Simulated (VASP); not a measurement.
# LuBe (Pm-3m) in VASP: reference runs

Aim: a first look at LuBe with PBE, on the cell as given.

All numbers are computed with VASP 6.6.1; they aren't measurements. Logs are shortened: lines on timing, memory, paths and dates and some standing lists are left out, and cuts for length are marked.

## (1) The crystal as given

It takes space group Pm-3m (No. 221, cubic). Conventional cell: a = 3.320 Å, b = 3.320 Å, c = 3.320 Å, α = 90.00°, β = 90.00°, γ = 90.00°. Around Lu (site symmetry m-3m) lie 8 Be at 2.88 Å. Be (site symmetry m-3m) is surrounded by 8 Lu at 2.88 Å.

The cell was built by a generator and needn't be a form met in nature.

## (2) Single point, PBE

INCAR reads:

```
PREC = Accurate
ENCUT = 520
EDIFF = 1E-7
ISMEAR = -1
SIGMA = 0.05
LREAL = False
LASPH = True
NELM = 60
ALGO = Normal
ISIF = 2
LWAVE = False
LCHARG = False
GGA = PE
NBANDS = 20
```

KPOINTS reads:

```
regular mesh
0
Gamma
  8 8 8
```

POSCAR reads:

```
LuBe
1.0
    3.3203700000      0.0000000000      0.0000000000
    0.0000000000      3.3203700000      0.0000000000
    0.0000000000      0.0000000000      3.3203700000
Lu Be
1 1
Direct
    0.0000000000      0.0000000000      0.0000000000
    0.5000000000      0.5000000000      0.5000000000
```

Potentials or basis: VASP PAW PBE potentials, release 64 (Lu, Be).

On the command line:

```
$ cat potpaw_PBE.64/Lu/POTCAR potpaw_PBE.64/Be/POTCAR > POTCAR
$ mpirun -np 1 vasp_std > vasp.out
```

OUTCAR:

```text
PREC = Accurate
   ENCUT = 520
   EDIFF = 1E-7
   ISMEAR = -1
   LREAL = False
   LASPH = True
   NELM = 60
   ISIF = 2
   GGA = PE

 ion  position               nearest neighbor table
   1  0.000  0.000  0.000-   2 2.88   2 2.88   2 2.88   2 2.88   2 2.88   2 2.88   2 2.88   2 2.88

   2  0.500  0.500  0.500-   1 2.88   1 2.88   1 2.88   1 2.88   1 2.88   1 2.88   1 2.88   1 2.88

  LATTYP: Found a simple cubic cell.
 ALAT       =     3.3203700000

  Lattice vectors:

 A1 = (   3.3203700000,   0.0000000000,   0.0000000000)
 A2 = (   0.0000000000,   3.3203700000,   0.0000000000)
 A3 = (   0.0000000000,   0.0000000000,   3.3203700000)

Analysis of symmetry for initial positions (statically):
=====================================================================
 Subroutine PRICEL returns:
 Original cell was already a primitive cell.

 Routine SETGRP: Setting up the symmetry group for a
 simple cubic supercell.

 Subroutine GETGRP returns: Found 48 space group operations
 (whereof 48 operations were pure point group operations)
 out of a pool of 48 trial point group operations.

The static configuration has the point symmetry O_h .

Analysis of symmetry for dynamics (positions and initial velocities):
=====================================================================
 Subroutine PRICEL returns:
 Original cell was already a primitive cell.

 Routine SETGRP: Setting up the symmetry group for a
 simple cubic supercell.

 Subroutine GETGRP returns: Found 48 space group operations
 (whereof 48 operations were pure point group operations)
 out of a pool of 48 trial point group operations.

The dynamic configuration has the point symmetry O_h .

 Subroutine INISYM returns: Found 48 space group operations
 (whereof 48 operations are pure point group operations),
 and found     1 'primitive' translations

----------------------------------------------------------------------------------------

                                     Primitive cell

  volume of cell :      36.6066

  direct lattice vectors                    reciprocal lattice vectors
     3.320370000  0.000000000  0.000000000     0.301171255  0.000000000  0.000000000
     0.000000000  3.320370000  0.000000000     0.000000000  0.301171255  0.000000000
     0.000000000  0.000000000  3.320370000     0.000000000  0.000000000  0.301171255

  length of vectors
     3.320370000  3.320370000  3.320370000     0.301171255  0.301171255  0.301171255

  position of ions in fractional coordinates (direct lattice)
     0.000000000  0.000000000  0.000000000
     0.500000000  0.500000000  0.500000000

  ion indices of the primitive-cell ions
   primitive index   ion index
                 1           1
                 2           2

----------------------------------------------------------------------------------------

 KPOINTS: regular mesh

Automatic generation of k-mesh.
 Grid dimensions read from file:
 generate k-points for:    8    8    8

 Generating k-lattice:

  Cartesian coordinates                     Fractional coordinates (reciprocal lattice)
     0.037646407  0.000000000  0.000000000     0.125000000  0.000000000  0.000000000
     0.000000000  0.037646407  0.000000000     0.000000000  0.125000000  0.000000000
     0.000000000  0.000000000  0.037646407     0.000000000  0.000000000  0.125000000

  Length of vectors
     0.037646407  0.037646407  0.037646407

  Shift w.r.t. Gamma in fractional coordinates (k-lattice)
     0.000000000  0.000000000  0.000000000

 Subroutine IBZKPT returns following result:
 ===========================================

 Found     35 irreducible k-points:

 Following reciprocal coordinates:
            Coordinates               Weight
  0.000000  0.000000  0.000000      1.000000
  0.125000  0.000000  0.000000      6.000000
  0.250000  0.000000  0.000000      6.000000
  0.375000  0.000000  0.000000      6.000000
  0.500000  0.000000  0.000000      3.000000
  0.125000  0.125000  0.000000     12.000000
[... 16 lines left out ...]
  0.375000  0.375000  0.125000     24.000000
  0.500000  0.375000  0.125000     24.000000
 [... further k-points ...]
   k-points           NKPTS =     35   k-points in BZ     NKDIM =     35   number of bands    NBANDS=     20
   number of dos      NEDOS =    301   number of ions     NIONS =      2
   total plane-waves  NPLWV =  21952
   dimension x,y,z NGX =    28 NGY =   28 NGZ =   28
   dimension x,y,z NGXF=    56 NGYF=   56 NGZF=   56
   ions per type =               1   1
   NGX,Y,Z   is equivalent  to a cutoff of  14.02, 14.02, 14.02 a.u.
   NGXF,Y,Z  is equivalent  to a cutoff of  28.04, 28.04, 28.04 a.u.
 SYSTEM =  unknown system
   PREC   = accura    normal or accurate (medium, high low for compatibility)
   ISTART =      0    job   : 0-new  1-cont  2-samecut
   ICHARG =      2    charge: 1-file 2-atom 10-const
   ISPIN  =      1    spin polarized calculation?
   LNONCOLLINEAR =      F non collinear calculations
   LSORBIT =      F    spin-orbit coupling
   LASPH  =      T    aspherical Exc in radial PAW
   ENCUT  =  520.0 eV  38.22 Ry    6.18 a.u.   6.17  6.17  6.17*2*pi/ulx,y,z
   NELM   =     60;   NELMIN=  2; NELMDL= -5     # of ELM steps
   EDIFF  = 0.1E-06   stopping-criterion for ELM
   LREAL  =      F    real-space projection
   EDIFFG = 0.1E-05   stopping-criterion for IOM
   NSW    =      0    number of steps for IOM
   IBRION =     -1    ionic relax: 0-MD 1-quasi-New 2-CG
   NFREE  =      0    steps in history (QN), initial steepest desc. (CG)
   ISIF   =      2    stress and relaxation
   ISYM   =      2    0-nonsym 1-usesym 2-fastsym
   POTIM  = 0.5000    time-step for ionic-motion
   TEBEG  =    0.0;   TEEND  =   0.0 temperature during run
   PSTRESS=    0.0 pullay stress
   NELECT =      27.0000    total number of electrons
   NUPDOWN=      -1.0000    fix difference up-down
   EMIN   =  10.00;   EMAX   =-10.00  energy-range for DOS
   EFERMI =   0.00;   METHOD = LEGACY
   ISMEAR =    -1;   SIGMA  =   0.05  broadening in eV -4-tet -1-fermi 0-gaus
   EFERMI_NEDOS =   21; number of points for ismear=-14 and -15
   IALGO  =     38    algorithm
   IMIX   =      4    mixing-type and parameters
     AMIX     =   0.40;   BMIX     =  1.00
     AMIX_MAG =   1.60;   BMIX_MAG =  1.00
  volume/ion in A,a.u.               =      18.30       123.52
  Fermi-wavevector in a.u.,A,eV,Ry     =   1.479141  2.795171 29.767621  2.187858
  Thomas-Fermi vector in A             =   2.593335
   LORBIT       =      0    0 simple, 1 ext, 2 COOP (PROOUT), +10 PAW based schemes
   GGA     = PE    functional components
   LHFCALC =     F    Hartree Fock is set to
   AEXX    =    0.0000 exact exchange contribution
   IVDW    =     0    specifies the selected vdW correction
   LEPSILON=     F    determine dielectric tensor
   LRPA    =     F    only Hartree local field effects (RPA)
 non-spin polarized calculation
  energy-cutoff  :      520.00
  volume of cell :       36.61
 maximum number of plane-waves:      1021
 NGX is ok and might be reduce to    28
   NGX = 13   NGY = 13   NGZ = 13

 number of electron      26.9999988 magnetization

 Free energy of the ion-electron system (eV)
  ---------------------------------------------------
  ext. energy  EPLUGINS =         0.00000000
  ---------------------------------------------------
  free energy    TOTEN  =        -8.17193648 eV

  energy without entropy =       -8.15570547  energy(sigma->0) =       -8.16382098

 E-fermi :   2.9567     XC(G=0): -10.7980

 val. band max:        2.9358253561   @ k =   0.1250   0.1250   0.0000
 cond. band min:       2.9675828483   @ k =   0.3750   0.2500   0.1250
 fundamental gap:      0.0317574922
 Fermi energy:         2.9566977032

 k-point     1 :       0.0000    0.0000    0.0000
  band No.  band energies     occupation
      1     -52.9008      2.00000
      2     -23.4075      2.00000
      3     -23.4075      2.00000
      4     -23.4075      2.00000
      5      -4.1618      2.00000
      6      -1.6719      2.00000
[... 12 lines left out ...]
     19       8.8457      0.00000
     20       8.8457      0.00000

 k-point     2 :       0.1250    0.0000    0.0000
  band No.  band energies     occupation
      1     -52.8983      2.00000
      2     -23.4689      2.00000
      3     -23.4019      2.00000
      4     -23.4019      2.00000
      5      -3.8984      2.00000
      6      -1.6772      2.00000
[... 12 lines left out ...]
     19       9.6632      0.00000
     20       9.6632      0.00000

 k-point     3 :       0.2500    0.0000    0.0000
  band No.  band energies     occupation
      1     -52.8922      2.00000
      2     -23.6143      2.00000
      3     -23.3885      2.00000
      4     -23.3885      2.00000
      5      -3.1649      2.00000
      6      -1.6980      2.00000
[... 12 lines left out ...]
     19      10.9558      0.00000
     20      10.9558      0.00000

 k-point     4 :       0.3750    0.0000    0.0000
  band No.  band energies     occupation
      1     -52.8862      2.00000
      2     -23.7556      2.00000
      3     -23.3751      2.00000
      4     -23.3751      2.00000
      5      -2.1101      2.00000
      6      -1.7091      2.00000
[... 12 lines left out ...]
     19      12.1732      0.00000
     20      12.3393      0.00000

 k-point     5 :       0.5000    0.0000    0.0000
  band No.  band energies     occupation
      1     -52.8836      2.00000
      2     -23.8129      2.00000
      3     -23.3695      2.00000
      4     -23.3695      2.00000
      5      -1.7455      2.00000
      6      -1.7060      2.00000
[... 12 lines left out ...]
     19      11.6329      0.00000
     20      13.3446      0.00000

 k-point     6 :       0.1250    0.1250    0.0000
  band No.  band energies     occupation
      1     -52.8958      2.00000
      2     -23.4660      2.00000
      3     -23.4600      2.00000
      4     -23.3965      2.00000
      5      -3.6385      2.00000
      6      -1.6761      2.00000
[... 12 lines left out ...]
     19       9.8038      0.00000
     20      10.4931      0.00000

 k-point     7 :       0.2500    0.1250    0.0000
  band No.  band energies     occupation
      1     -52.8897      2.00000
      2     -23.6075      2.00000
      3     -23.4485      2.00000
      4     -23.3832      2.00000
      5      -2.9159      2.00000
      6      -1.6949      2.00000
[... 12 lines left out ...]
     19      10.5492      0.00000
     20      11.5538      0.00000
[... 277 lines left out ...]
 k-point    20 :       0.2500    0.2500    0.1250
  band No.  band energies     occupation
      1     -52.8813      2.00000
      2     -23.5901      2.00000
      3     -23.5783      2.00000
      4     -23.4287      2.00000
      5      -2.0265      2.00000
      6      -1.6860      2.00000
[... 12 lines left out ...]
     19      10.8560      0.00000
     20      11.5389      0.00000

 k-point    21 :       0.3750    0.2500    0.1250
  band No.  band energies     occupation
      1     -52.8753      2.00000
      2     -23.7217      2.00000
      3     -23.5675      2.00000
      4     -23.4149      2.00000
      5      -1.7168      2.00000
      6      -1.6858      2.00000
[... 12 lines left out ...]
     19      10.6986      0.00000
     20      11.6086      0.00000

 k-point    22 :       0.5000    0.2500    0.1250
  band No.  band energies     occupation
      1     -52.8728      2.00000
      2     -23.7774      2.00000
      3     -23.5607      2.00000
      4     -23.4091      2.00000
      5      -1.7229      2.00000
      6      -1.6878      2.00000
[... 12 lines left out ...]
     19      10.4801      0.00000
     20      12.1532      0.00000

 k-point    23 :       0.3750    0.3750    0.1250
  band No.  band energies     occupation
      1     -52.8693      2.00000
      2     -23.7056      2.00000
      3     -23.7000      2.00000
      4     -23.4014      2.00000
      5      -1.7079      2.00000
      6      -1.7030      2.00000
[... 12 lines left out ...]
     19      10.2642      0.00000
     20      11.3430      0.00000

 k-point    24 :       0.5000    0.3750    0.1250
  band No.  band energies     occupation
      1     -52.8668      2.00000
      2     -23.7578      2.00000
      3     -23.6950      2.00000
      4     -23.3958      2.00000
      5      -1.7135      2.00000
      6      -1.7023      2.00000
[... 12 lines left out ...]
     19      10.5506      0.00000
     20      11.6592      0.00000

 [... further k-points ...]

------------------------ aborting loop because EDIFF is reached ----------------------------------------

  FORCE on cell =-STRESS in cart. coord.  units (eV):
  Direction    XX          YY          ZZ          XY          YZ          ZX
  --------------------------------------------------------------------------------------
  -------------------------------------------------------------------------------------
  Total        0.0589531      0.0589531      0.0589531      0.0000000      0.0000000     -0.0000000
  in kB        2.5802277      2.5802277      2.5802277      0.0000000      0.0000000     -0.0000000
  external PRESSURE =       2.5802277 kB  Pullay stress =       0.0000000 kB

 VOLUME and BASIS-vectors are now :
 -----------------------------------------------------------------------------
  energy-cutoff  :      520.00
  volume of cell :       36.61
      direct lattice vectors                 reciprocal lattice vectors
     3.320370000  0.000000000  0.000000000     0.301171255  0.000000000  0.000000000
     0.000000000  3.320370000  0.000000000     0.000000000  0.301171255  0.000000000
     0.000000000  0.000000000  3.320370000     0.000000000  0.000000000  0.301171255

 POSITION                                       TOTAL-FORCE (eV/Angst)
 -----------------------------------------------------------------------------------
      0.00000      0.00000      0.00000         0.000000      0.000000      0.000000
      1.66019      1.66019      1.66019         0.000000      0.000000      0.000000
 -----------------------------------------------------------------------------------
    total drift:                               -0.000000     -0.000000     -0.000000

  FREE ENERGIE OF THE ION-ELECTRON SYSTEM (eV)
  ---------------------------------------------------
  free  energy   TOTEN  =        -8.1719364824 eV

  energy  without entropy=       -8.1557054707  energy(sigma->0) =       -8.16382098
```

Run time: 31 s. Hardware: 1 thread of Intel Xeon Platinum 8259CL at 2.50GHz (Skylake/Cascade Lake), shared host; peak memory 0.18 GiB.

Results:

```
Free energy            : -8.1719 eV
Pressure               : 0.3 GPa
Band gap on the k mesh : none (metal or under the smearing width)
```

Levels at points of the mesh, in eV from the Fermi level:
```
           k point  band 11  band 12  band 13  band 14  band 15  band 16  band 17  band 18
(0.00, 0.00, 0.00)    -4.62    -4.58     0.03     0.03     4.44     4.44     4.44     5.89
(0.50, 0.00, 0.00)    -4.57    -4.12    -3.08     1.01     1.80     1.80     6.29     7.39
(0.50, 0.50, 0.00)    -4.56    -3.32    -0.28    -0.28    -0.14     3.68     3.68     6.28
(0.50, 0.50, 0.50)    -4.58    -2.11    -2.11    -2.11     1.90     5.99     5.99     5.99
```

The run has no spin-orbit coupling, so splittings on Lu are missing.
